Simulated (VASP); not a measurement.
The input files of a VASP run:

### KPOINTS
```
kpoints
0
G
 11 11 9
0 0 0
```

INCAR:
```
! general
SYSTEM =CuAu
PREC   =Accurate
ENCUT  =520
LREAL  =.FALSE.
LASPH  =.TRUE.

! electronic loop
EDIFF  =1E-6   ! SCF stop (eV)
NELM   =100   ! most electronic steps
ALGO   =Normal
LMAXMIX=6   ! l cut-off of mixed one-centre charges

! smearing
ISMEAR =1
SIGMA  =0.1   ! width (eV)

! functional
GGA    =PE

! ions
IBRION =2   ! conjugate gradients
NSW    =60   ! most ionic steps
ISIF   =3   ! ions, shape and volume
EDIFFG =-0.01   ! ionic stop

! output
LWAVE  =.FALSE.
LCHARG =.FALSE.
```

**POSCAR**
```
CuAu
1
    2.8821469078     0.0000000000     0.0000000000
    0.0000000000     2.8821469078     0.0000000000
    0.0000000000     0.0000000000     3.6122135908
Cu Au
1 1
Direct
  0.0000000000   0.0000000000   0.0000000000
  0.5000000000   0.5000000000   0.5000000000
```

POTCAR, in this order: Cu Au (PBE.64 set). Program: vasp_std.

Q: Translate this PBE calculation to Quantum ESPRESSO's pw.x.

A: One equivalent input (not run):
```
&CONTROL
  calculation = 'vc-relax'
  pseudo_dir = './pseudo'
  outdir = './out'
  tprnfor = .true.
  tstress = .true.
  nstep = 60
  forc_conv_thr = 0.00039
/
&SYSTEM
  ibrav = 0
  nat = 2
  ntyp = 2
  ecutwfc = 92
  occupations = 'smearing'
  smearing = 'methfessel-paxton'
  degauss = 0.00735
  input_dft = 'pbe'
/
&ELECTRONS
  conv_thr = 7.3e-08
  electron_maxstep = 100
/
&IONS
/
&CELL
/
ATOMIC_SPECIES
  Cu 63.546 Cu.upf
  Au 196.967 Au.upf
CELL_PARAMETERS angstrom
     2.8821469    0.0000000    0.0000000
     0.0000000    2.8821469    0.0000000
     0.0000000    0.0000000    3.6122136
ATOMIC_POSITIONS crystal
  Cu   0.0000000  0.0000000  0.0000000
  Au   0.5000000  0.5000000  0.5000000
K_POINTS automatic
  11 11 9 0 0 0
```
Limits of the translation: the potentials are each code's own (VASP's PAW set, PseudoDojo norm-conserving files in pw.x), so ENCUT and ecutwfc are chosen apart and not converted; conv_thr bounds pw.x's estimated SCF error, while EDIFF bounds the energy change between steps; forc_conv_thr acts on force components and is met together with etot_conv_thr.

The compound is CuAu in the L1_0 structure. This run relaxes it. Symmetry was kept, so distortions that lower it aren't found. The start is the result of an earlier pass.
